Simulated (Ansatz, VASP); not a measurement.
## CO2 (CO2 molecule) in two plane-wave programs

One calculation is typed for both programs; each brings its own data sets. How far apart do they land? The structure shown is the start of the Ansatz relaxation below; VASP solves that cell, so the two are compared at the walk's first step.

Program: Ansatz 0.2.0. Level of theory: plane waves, with VASP 6.6.1 beside it; single point at HSE06. Results are calculated unless marked as measured.

## (1) The starting structure

The cell holds 3 atoms: 1 C and 2 O. Cell: a = 11.000 Å, b = 11.500 Å, c = 12.000 Å, α = 90.0°, β = 90.0°, γ = 90.0°. Vacuum lies along a, b and c.

## (2) Ansatz: relaxation, HSE06

Ansatz runs on its default PAW (the set named soft_2) files.

The two programs are compared at the cell with which this relaxation starts, whose forces are those of its first step.

File input.yaml:

```yaml
crystal:
  lattice:
    - [11.0, 0.0, 0.0]
    - [0.0, 11.5, 0.0]
    - [0.0, 0.0, 12.0]
  atoms:
    - { symbol: C, position: [0.5, 0.5, 0.5] }
    - { symbol: O, position: [0.5, 0.5, 0.5975513667] }
    - { symbol: O, position: [0.5, 0.5, 0.4024486333] }
basis:
  ecutwfc: 420
  xc_grid: 2
hamiltonian:
  xc: hse06
kpoints:
  mp_grid: { grid: [1, 1, 1] }
scf:
  occupations: { method: fixed }
  max_iter: 150
output:
  forces: true
relax:
  f_tol: 0.01
  max_steps: 60
checkpoint:
  write: "../hse06.run"
  compress: false
  write_wavefunctions: false
  write_every: 100000
```

Command:

```console
ansatz run input.yaml --threads 4 --pin off --max-ram 5652MiB --backend cpu --events-out ev --progress --plain --runs-dir out
```

Numbers of over 12 decimals in the logs are rounded to 6 here.

Output:

```text
exact exchange: scf.exx.singularity resolves to wigner_seitz, which cuts the screened interaction at the faces of the exchange supercell's Wigner-Seitz cell, so that each pair interacts once, at the shortest of its separations (the periodic images that this leaves out come, for a point-like exchange hole, to about 0.002 eV on a filled level). The cut falls within the interaction's reach, and what an exchange supercel [...]
Engine: ansatz 0.2.0, aarch64-unknown-linux-gnu
Pseudopotentials: kind: paw
Pseudopotential: C, paw, valence charge 4, recommended cutoff 420 eV (normal), C.paw.azcp
Pseudopotential: O, paw, valence charge 6, recommended cutoff 420 eV (normal), O.paw.azcp
Functional definition: HSE06
  parameter a = 0.25
  parameter omega = 0.11/bohr
  exchange = pbe_x - a*pbe_x_sr(omega) + a*exact_x_sr(omega)
  correlation = pbe_c
davidson cushion auto → on  (no smearing: the cushion is to keep the highest requested band from converging to the state above it; pin scf.eigensolver.cushion to override)
Crystal: 3 atoms, lattice volume = 1518.000 Å³
Basis set: ecut = 420 eV, 29699 PW (Γ), exchange–correlation on 150×160×162 points (8 copies of the dense FFT grid, shifted against one another)
Bands: 12, of which v1, the nominal top of the filled ones, is band 8 counted from 1 (7 counted from 0)
Symmetry: 8 space group operations
Space group: Pmmm (ITA 47), of the structure as read, at distance tolerance 1.1e-4 Å
k-points: 1
Non-local potential: C, projectors of the file, l = 0: 2, l = 1: 2, l = 2: 1
Non-local potential: O, projectors of the file, l = 0: 2, l = 1: 2, l = 2: 1
PAW form: soft (Blöchl's): semilocal exchange-correlation on the pseudo side does not see the compensation charge
PAW frozen core: C, regenerated for the run's functional, and the local potential with it (the file was generated under x = pbe(κ = 0.804, μ = 0.219515), c = pbe(β = 0.066725))
PAW frozen core: O, regenerated for the run's functional, and the local potential with it (the file was generated under x = pbe(κ = 0.804, μ = 0.219515), c = pbe(β = 0.066725))
PAW one-centre angular grid: C, 110 points (default); XC on 64 Gauss nodes
PAW one-centre angular grid: O, 110 points (default); XC on 96 Gauss nodes
Initial density: superposition of atomic densities (neutral atoms: chi_scale 0, normalization atom), corrected by the library's trained network
Initial wavefunctions: pseudopotential atomic-orbital guess
Functional: x = pbe(κ = 0.804, μ = 0.219515), c = pbe(β = 0.066725), warm-up for x = pbe(κ = 0.804, μ = 0.219515) + 0.25 (exact − pbe) at short range (hse, ω = 0.207870 Å⁻¹), c = pbe(β = 0.066725); HSE06 as pw.x's `hse` composes it (authors' and Libxc's form: `xc: wpbeh`)
SCF iter   1: F=—  HF=-1384.845827 eV  |F-HF|=—  |Δ(HF+E_count)|=         —  Δρ=2.10e-3  dr2=8.09e-2  ethr=1.77e-3  ⟨swp⟩=17.0  Hψ=78  notcnv=0
preconditioner: auto → none  [insulator: Δε(μ)=8.019 eV  Ē_g=11.205 eV  n_scr=56 (ndim 8)  ℏωp=3.3 eV  f_vac=0.940]
SCF iter   2: F=—  HF=-1384.840189 eV  |F-HF|=—  |Δ(HF+E_count)|=   5.64e-3  Δρ=1.77e-3  dr2=3.57e-2  ethr=5.06e-4  ⟨swp⟩=5.0  Hψ=43  notcnv=0
iter 3 solved again at ethr=6.17e-6 eV; its pass at ethr=2.23e-4 eV (dr2=9.88e-4 eV) is discarded
SCF iter   3: F=—  HF=-1384.831838 eV  |F-HF|=—  |Δ(HF+E_count)|=   8.35e-3  Δρ=4.07e-4  dr2=1.01e-3  ethr=6.17e-6  ⟨swp⟩=6.0  Hψ=77  notcnv=0
SCF iter   4: F=—  HF=-1384.833146 eV  |F-HF|=—  |Δ(HF+E_count)|=   1.31e-3  Δρ=7.36e-5  dr2=4.43e-5  ethr=6.17e-6  ⟨swp⟩=6.0  Hψ=36  notcnv=0  defer=1
SCF iter   5: F=—  HF=-1384.833272 eV  |F-HF|=—  |Δ(HF+E_count)|=   1.27e-4  Δρ=1.28e-5  dr2=1.32e-6  ethr=2.77e-7  ⟨swp⟩=4.0  Hψ=42  notcnv=0  defer=4
SCF iter   6: F=—  HF=-1384.833279 eV  |F-HF|=—  |Δ(HF+E_count)|=   6.16e-6  Δρ=6.40e-6  dr2=3.46e-7  ethr=8.25e-9  ⟨swp⟩=4.0  Hψ=44  notcnv=0  defer=4
SCF iter   7: F=-1384.833279 eV  HF=-1384.833279 eV  |F-HF|=1.64e-8  |Δ(HF+E_count)|=   7.05e-9  Δρ=2.23e-6  dr2=4.47e-8  ethr=2.16e-9  ⟨swp⟩=3.0  Hψ=32  notcnv=0  defer=4
[...]
Exchange kernel: α = 0.2500, screened, ω = 0.2079 Å⁻¹, Wigner–Seitz truncation, v(0) = 963.9577 eV·Å³, q-mesh 1×1×1, nearest image of the exchange supercell L = 11.00 Å, pair-density grid 54×60×60, without the augmentation charges, whose exchange is taken in its separable form (sized by the pseudopotential files, 75×80×81 at the most)
Frozen-core exchange: fock
iter 1 solved again at ethr=2.18e-6 eV; its pass at ethr=1.00e-1 eV (dr2=3.49e-4 eV) is discarded
SCF iter   1: F=—  HF=-1384.193727 eV  |F-HF|=—  |Δ(HF+E_count)|=         —  Δρ=6.41e-5  dr2=4.10e-5  ethr=2.18e-6  ⟨swp⟩=4.0  Hψ=58  notcnv=0
preconditioner: auto → none  [insulator: Δε(μ)=9.613 eV  Ē_g=13.436 eV  n_scr=56 (ndim 8)  ℏωp=3.3 eV  f_vac=0.939]
[...]
SCF iter   4: F=—  HF=-1384.193832 eV  |F-HF|=—  |Δ(HF+E_count)|=   4.13e-6  Δρ=1.30e-5  dr2=2.26e-6  ethr=2.32e-8  ⟨swp⟩=6.0  Hψ=46  notcnv=0
SCF iter   5: F=-1384.193831 eV  HF=-1384.193831 eV  |F-HF|=4.13e-8  |Δ(HF+E_count)|=   5.01e-7  Δρ=3.16e-6  dr2=1.52e-7  ethr=1.11e-8  ⟨swp⟩=5.0  Hψ=35  notcnv=0
SCF 8 converged in 5 iterations: F = -1384.193831 eV  dr2 = 1.52e-7
  Residual-converged pass: ⟨swp⟩=4.0  Hψ=32  notcnv=0  max |occ|·‖R‖ = 7.3e-6 eV (tolerance 1.8e-5 eV)  dr2=1.59e-7  dr2_onsite=4.64e-9  max |Δocc| = 0.0e0
[...]
Frozen-core exchange: fock
iter 1 solved again at ethr=5.14e-12 eV; its pass at ethr=1.00e-1 eV (dr2=8.22e-10 eV) is discarded
SCF iter   1: F=—  HF=-1384.193827 eV  |F-HF|=—  |Δ(HF+E_count)|=         —  Δρ=3.32e-7  dr2=6.70e-10  ethr=5.14e-12  ⟨swp⟩=12.0  Hψ=87  notcnv=0
SCF iter   2: F=-1384.193827 eV  HF=-1384.193827 eV  |F-HF|=6.43e-11  |Δ(HF+E_count)|=  2.09e-10  Δρ=1.52e-7  dr2=1.59e-10  ethr=3.81e-12  ⟨swp⟩=5.0  Hψ=37  notcnv=0
SCF 10 converged in 2 iterations: F = -1384.193827 eV  dr2 = 1.59e-10
  Residual-converged pass: ⟨swp⟩=2.0  Hψ=18  notcnv=0  max |occ|·‖R‖ = 5.6e-6 eV (tolerance 6.7e-6 eV)  dr2=1.58e-10  dr2_onsite=9.38e-12  max |Δocc| = 0.0e0
hybrid outer 1: dexx = +1.283e-10 eV, tail = 2.55e-10 eV
Exchange kernel: α = 0.2500, screened, ω = 0.2079 Å⁻¹, Wigner–Seitz truncation, v(0) = 963.9577 eV·Å³, q-mesh 1×1×1, nearest image of the exchange supercell L = 11.00 Å, pair-density grid 54×60×60, without the augmentation charges, whose exchange is taken in its separable form (sized by the pseudopotential files, 75×80×81 at the most)
Frozen-core exchange: fock
SCF iter   1: F=—  HF=-1384.193827 eV  |F-HF|=—  |Δ(HF+E_count)|=         —  Δρ=1.54e-7  dr2=7.70e-11  ethr=1.69e-11  ⟨swp⟩=3.0  Hψ=30  notcnv=0
SCF iter   2: F=-1384.193827 eV  HF=-1384.193827 eV  |F-HF|=7.73e-12  |Δ(HF+E_count)|=  2.02e-11  Δρ=6.80e-8  dr2=1.64e-11  ethr=1.00e-12  ⟨swp⟩=4.0  Hψ=33  notcnv=0
SCF 11 converged in 2 iterations: F = -1384.193827 eV  dr2 = 1.64e-11
  Residual-converged pass: ⟨swp⟩=3.0  Hψ=25  notcnv=0  max |occ|·‖R‖ = 3.2e-7 eV (tolerance 3.5e-7 eV)  dr2=1.66e-11  dr2_onsite=1.51e-12  max |Δocc| = 0.0e0
hybrid outer 2: dexx = +8.441e-12 eV, tail = 3.57e-11 eV, Δε = 5.62e-6 eV (about 5.85e-6 eV left of the loop's levels), ΔF = 4.38e-5 eV/Å (tail 1.35e-4)
The result ahead of the solve for the band table, with the exchange loop's own table, told since no file at a place of the run's own has it by now; the run can take it back:
  at the cell (Å, a vector a row)
    11 0 0
    0 11.5 0
    0 0 12
  and the positions (Å, a site a row)
    5.5 5.75 6
    5.5 5.75 7.155954
    5.5 5.75 4.844046
hybrid SCF converged: 2 outer / 4 inner (+0 warm-up), last move |dexx| = 8.44e-12 eV, tail = 3.57e-11 eV
Stability not checked: this state was not tested for a lower state beside it, because the functional holds exact exchange (a hybrid, or Hartree-Fock), whose exchange loop this test does not read (fock_operator; see scf.lower_state_search)
Free energy (F): -1384.193827 eV
Frozen-core exchange: fock
Harris-Foulkes:  -1384.193827 eV  (|F-HF|=7.73e-12)
Internal energy: -1384.193827 eV  (E = F + TS)
E sigma→0 (E₀):  -1384.193827 eV
Fermi energy:    -10.111834 eV
--- Per-component energies (eV) ---
  E_band       = -282.281085
  E_kinetic    = 437.358550
  E_local      = -2928.213999  (includes V_loc(G=0)·N_el)
  E_nonlocal   = 122.859097
  E_hartree    = 1218.667865
  E_xc         = -153.815729
  E_vxc        = -192.682201  (∫ρ·V_xc dr)
  E_exx        = -47.046006  (= α·E_x^exact, valence–valence)
  E_paw        = -406.282067  (= ΣΔE_a)
  E_vpaw       = -64.851079  (= ΣTr[D̂ρ^β])
  E_aug_tail   = 0.004868  (compensation charges beyond the density's cutoff)
  E_ewald      = 372.344131
  E_core_change = -0.070538  (= ΣΔE_core)
  E_smearing   = -0.000000  (= −TS)
  E_closure    = 0.000000  (closes the sum)
  Σ components = -1384.193827   (vs F -1384.193827, Δ=0.00e0)
--- Forces (eV/Å), atoms counted from 1 ---
  atom   1  C      0.00000000     0.00000000     0.00000000
  atom   2  O      0.00000000     0.00000000     0.00345938
  atom   3  O      0.00000000     0.00000000    -0.00345938
  max |Σ_I F_I| component: 1.29e-26 eV/Å
--- Band table (eV) ---
  k-point 0: bands = ["-32.0645", "-30.9434", "-15.4267", "-14.1948", "-14.1438", "-14.1437", "-10.1118", "-10.1118", "-0.5070", "0.5718"]
relax step   5: F+E_penalty+E_count = -1384.19382746 eV  Δ(F+E_penalty+E_count) = -1.043e-9 eV  max|allowed force component| = 3.459e-3 eV/Å  Δτ_max = 0.0000 Å  (4 SCF iters, accepted)
hybrid SCF converged: 2 outer / 4 inner (+0 warm-up), last move |dexx| = 8.44e-12 eV, tail = 3.57e-11 eV
Stability not checked: this state was not tested for a lower state beside it, because the functional holds exact exchange (a hybrid, or Hartree-Fock), whose exchange loop this test does not read (fock_operator; see scf.lower_state_search)
Free energy (F): -1384.193827 eV
Frozen-core exchange: fock
Harris-Foulkes:  -1384.193827 eV  (|F-HF|=7.73e-12)
Internal energy: -1384.193827 eV  (E = F + TS)
E sigma→0 (E₀):  -1384.193827 eV
Fermi energy:    -10.111835 eV
--- Per-component energies (eV) ---
  E_band       = -282.281085
  E_kinetic    = 437.358550
  E_local      = -2928.213999  (includes V_loc(G=0)·N_el)
  E_nonlocal   = 122.859097
  E_hartree    = 1218.667865
  E_xc         = -153.815729
  E_vxc        = -192.682201  (∫ρ·V_xc dr)
  E_exx        = -47.046006  (= α·E_x^exact, valence–valence)
  E_paw        = -406.282067  (= ΣΔE_a)
  E_vpaw       = -64.851079  (= ΣTr[D̂ρ^β])
  E_aug_tail   = 0.004868  (compensation charges beyond the density's cutoff)
  E_ewald      = 372.344131
  E_core_change = -0.070538  (= ΣΔE_core)
  E_smearing   = -0.000000  (= −TS)
  E_closure    = 0.000000  (closes the sum)
  Σ components = -1384.193827   (vs F -1384.193827, Δ=0.00e0)
--- Forces (eV/Å), atoms counted from 1 ---
  atom   1  C      0.00000000     0.00000000     0.00000000
  atom   2  O      0.00000000     0.00000000     0.00345938
  atom   3  O      0.00000000     0.00000000    -0.00345938
  max |Σ_I F_I| component: 1.29e-26 eV/Å
--- Band table (eV) ---
  k-point 0: bands = ["-32.0645", "-30.9434", "-15.4267", "-14.1948", "-14.1438", "-14.1437", "-10.1118", "-10.1118", "-0.5070", "0.5718"]
  guard bands above this table: 2 of the run's 12 bands. The solve was not asked for them (output.publish_guard_bands: true or output.eigenvalues: true publishes all)
--- Relaxed structure (5 steps of the walk, 5 accepted, 0 SCFs on fresh bases) ---
  F+E_penalty+E_count = -1384.19382746 eV   max|allowed force component| = 3.459e-3 eV/Å
  atoms:
    - { symbol: C, position: [0.5, 0.5, 0.5] }
    - { symbol: O, position: [0.5, 0.5, 0.596329] }
    - { symbol: O, position: [0.5, 0.5, 0.403671] }
```

The column dr2 measures how far the density is from self-consistency, as an energy; F and HF (Harris–Foulkes) agree once it is small.

## (3) VASP: single point, HSE06, start cell

The same cell, functional and mesh now go to VASP, with its own data sets.

Lines of VASP's logs that name or quote its potential files are left out, and so is its time.

The run reads the wave functions of an earlier VASP run, which isn't shown here.

File INCAR:

```
SYSTEM = CO2
PREC = Accurate
ENCUT = 1000
EDIFF = 1E-06
NELM = 100
ISMEAR = 0
SIGMA = 0.01
LREAL = .FALSE.
ALGO = Normal
LHFCALC = .TRUE.
AEXX = 0.25
GGA = PE
HFSCREEN = 0.208
LASPH = .TRUE.
NBANDS = 14
PRECFOCK = Fast
LORBIT = 11
LWAVE = .FALSE.
LCHARG = .FALSE.
ISIF = 2
```

File POSCAR:

```
CO2
1.0
   11.0000000000      0.0000000000      0.0000000000
    0.0000000000     11.5000000000      0.0000000000
    0.0000000000      0.0000000000     12.0000000000
C O
1 2
Direct
    0.5000000000      0.5000000000      0.5000000000
    0.5000000000      0.5000000000      0.5975513333
    0.5000000000      0.5000000000      0.4024486667
```

File KPOINTS:

```
Automatic mesh
0
Gamma
1 1 1
0 0 0
```

Potentials, in the order of the species: C_h and O_h (PBE family, release 64).

Command:

```console
export OMP_NUM_THREADS=3
mpirun -np 1 vasp_gam
```

Output:

```text
[banner, memory and clock lines left out]
running    1 mpi-ranks, on    1 nodes
 distrk:  each k-point on    1 cores,    1 groups
 distr:  one band on    1 cores,    1 groups
 Offloading initialized ...    1 GPUs detected
 POSCAR found type information on POSCAR C O
 POSCAR found :  2 types and       3 ions
 LDA part: xc-table for (Slater+PW92), standard interpolation
 found WAVECAR, reading the header
 POSCAR, INCAR and KPOINTS ok, starting setup
 FFT: planning ... GRIDC
 FFT: planning ... GRID_SOFT
 FFT: planning ... GRID
 reading WAVECAR
 the WAVECAR file was read successfully
 initial charge from wavefunction
 entering main loop
       N       E                     dE             d eps       ncg     rms          rms(c)
DAV:   1    -0.286547807517E+02   -0.28655E+02   -0.44155E-01    34   0.901E+00    0.761E-01
DAV:   2    -0.286510758952E+02    0.37049E-02   -0.52828E-02    34   0.207E+00    0.472E-01
DAV:   3    -0.286487495980E+02    0.23263E-02   -0.77976E-03    40   0.778E-01    0.284E-01
DAV:   4    -0.286486833345E+02    0.66264E-04   -0.13588E-03    34   0.341E-01    0.166E-01
DAV:   5    -0.286485077417E+02    0.17559E-03   -0.28943E-04    40   0.167E-01    0.807E-02
DAV:   6    -0.286484893863E+02    0.18355E-04   -0.60545E-05    34   0.837E-02    0.431E-02
DAV:   7    -0.286484838545E+02    0.55318E-05   -0.48945E-06    28   0.209E-02    0.257E-02
DAV:   8    -0.286484913891E+02   -0.75346E-05   -0.43183E-06    28   0.157E-02    0.157E-02
DAV:   9    -0.286485025072E+02   -0.11118E-04   -0.85748E-07    20   0.100E-02    0.918E-03
DAV:  10    -0.286485134305E+02   -0.10923E-04   -0.70674E-07    26   0.650E-03    0.521E-03
DAV:  11    -0.286485233400E+02   -0.99095E-05   -0.29083E-07    20   0.358E-03    0.316E-03
DAV:  12    -0.286485321239E+02   -0.87839E-05   -0.17867E-07    26   0.274E-03    0.199E-03
DAV:  13    -0.286485397796E+02   -0.76557E-05   -0.12790E-07    20   0.227E-03    0.131E-03
DAV:  14    -0.286485463957E+02   -0.66161E-05   -0.98564E-08    20   0.187E-03    0.909E-04
[...]
DAV:  22    -0.286485774510E+02   -0.24787E-05   -0.12531E-08    20   0.631E-04    0.220E-04
DAV:  23    -0.286485796256E+02   -0.21746E-05   -0.10169E-08    26   0.574E-04    0.197E-04
DAV:  24    -0.286485814995E+02   -0.18739E-05   -0.81762E-09    26   0.526E-04    0.176E-04
DAV:  25    -0.286485831112E+02   -0.16117E-05   -0.66297E-09    26   0.449E-04    0.158E-04
DAV:  26    -0.286485845066E+02   -0.13954E-05   -0.52396E-09    26   0.379E-04    0.142E-04
DAV:  27    -0.286485857270E+02   -0.12204E-05   -0.43902E-09    26   0.337E-04    0.128E-04
DAV:  28    -0.286485868028E+02   -0.10758E-05   -0.35406E-09    26   0.301E-04    0.115E-04
DAV:  29    -0.286485877581E+02   -0.95536E-06   -0.30595E-09    26   0.273E-04
   1 F= -.28648588E+02 E0= -.28648588E+02  d E =-.254112E-36
```

From OUTCAR (step 3):

```text
ion  position               nearest neighbor table
   1  0.500  0.500  0.500-   2 1.17   3 1.17
   2  0.500  0.500  0.598-   1 1.17
   3  0.500  0.500  0.402-   1 1.17

  LATTYP: Found a simple orthorhombic cell.
 ALAT       =    11.0000000000
 B/A-ratio  =     1.0454545455
 C/A-ratio  =     1.0909090909

 Subroutine GETGRP returns: Found  8 space group operations
 (whereof  8 operations were pure point group operations)

The static configuration has the point symmetry D_2h.

 Found      1 irreducible k-points:

   k-points           NKPTS =      1   k-points in BZ     NKDIM =      1   number of bands    NBANDS=     14

   dimension x,y,z NGX =   120 NGY =  120 NGZ =  126
   dimension x,y,z NGXF=   240 NGYF=  240 NGZF=  252

   ENCUT  = 1000.0 eV  73.50 Ry    8.57 a.u.  28.36 29.65 30.94*2*pi/ulx,y,z

   NELECT =      16.0000    total number of electrons

 k-points in reciprocal lattice and weights: Automatic mesh
   0.00000000  0.00000000  0.00000000       1.000

  exchange ACFDT corr.  =         0.00000000  see jH, gK, PRB 81, 115126

 average (electrostatic) potential at core
       1 -84.1050       2-116.8789       3-116.8789

 E-fermi : -10.0458

 k-point     1 :       0.0000    0.0000    0.0000
  band No.  band energies     occupation
    ...
      4     -14.2027      2.00000
      5     -14.0279      2.00000
      6     -14.0278      2.00000
      7     -10.1351      2.00000
      8     -10.1351      2.00000
      9      -0.5764      0.00000
     10       0.4948      0.00000
     11       0.4954      0.00000
     12       0.5076      0.00000
     13       0.9206      0.00000
    ...

  Total        0.0130402      0.0410325     -3.5540208      0.0000000      0.0000000      0.0000000
  in kB        0.0137633      0.0433078     -3.7511012      0.0000000      0.0000000      0.0000000
  external PRESSURE =      -1.2313433 kB  Pullay stress =       0.0000000 kB

  energy-cutoff  :     1000.00
  volume of cell :     1518.00
      direct lattice vectors                 reciprocal lattice vectors
    11.000000000  0.000000000  0.000000000     0.090909091  0.000000000  0.000000000
     0.000000000 11.500000000  0.000000000     0.000000000  0.086956522  0.000000000
     0.000000000  0.000000000 12.000000000     0.000000000  0.000000000  0.083333333

 POSITION                                       TOTAL-FORCE (eV/Angst)
 -----------------------------------------------------------------------------------
      5.50000      5.75000      6.00000         0.000000      0.000000     -0.000000
      5.50000      5.75000      7.17062         0.000000      0.000000     -1.549408
      5.50000      5.75000      4.82938         0.000000      0.000000      1.549408
 -----------------------------------------------------------------------------------
    total drift:                                0.000002      0.000000      0.000002

  FREE ENERGIE OF THE ION-ELECTRON SYSTEM (eV)
  ---------------------------------------------------
  free  energy   TOTEN  =       -28.6485877581 eV

  energy  without entropy=      -28.6485877581  energy(sigma->0) =      -28.64858776

 total charge
# of ion       s       p       d       tot
------------------------------------------
    1        0.499   1.019   0.000   1.518
    2        1.068   2.349   0.000   3.417
    3        1.068   2.349   0.000   3.417
--------------------------------------------------
tot          2.634   5.718   0.000   8.352
```

The run ends at a pressure of -0.12 GPa, with forces up to 1.5 eV/Å.

## (4) Side by side

Known differences besides the potentials themselves: exact exchange at q = 0 is treated differently, which shows on coarse meshes; VASP keeps PBE cores, Ansatz makes them for the functional; fixed occupations in Ansatz, narrow Gaussian smearing in VASP; the cutoff is 420 eV in Ansatz and 1000 eV in VASP; VASP takes a coarser grid for exact exchange (PRECFOCK = Fast). Total energies have different zeros and are not compared.

Forces (eV/Å; atoms numbered as in POSCAR):

| atom | Ansatz x, y, z | VASP x, y, z |
| --- | --- | --- |
| C1 | 0.000, 0.000, 0.000 | 0.000, 0.000, 0.000 |
| O2 | 0.000, 0.000, -1.575 | 0.000, 0.000, -1.549 |
| O3 | 0.000, 0.000, 1.575 | 0.000, 0.000, 1.549 |

The forces differ by 12 meV/Å r.m.s., which is 1.7 % of the r.m.s. force of 0.730 eV/Å (both taken over all components).

## (5) Results

* r.m.s. force difference (single point, HSE06, start cell): 1.7 % of the r.m.s. force

The r.m.s. force difference is 1.7 % of the r.m.s. force (single point, HSE06, start cell), within the 3 % picked in this series as the mark of a large difference. 1 further run of this series is not shown here. How closely two codes agree says nothing of how well the functional describes the real material.

[Lines on the potential files, build, host, timing and source positions are cut from VASP's logs without a mark.]

[Logs are printed without paths, hosts, clocks, repeated set-up lines and the standing remarks that a program may print on its own settings, such as how far it seeks lower states.]

[Hosts, paths, dates, database ids (printed as entryN), source tags and the programs' standing remarks are cut or masked in the printed files.]
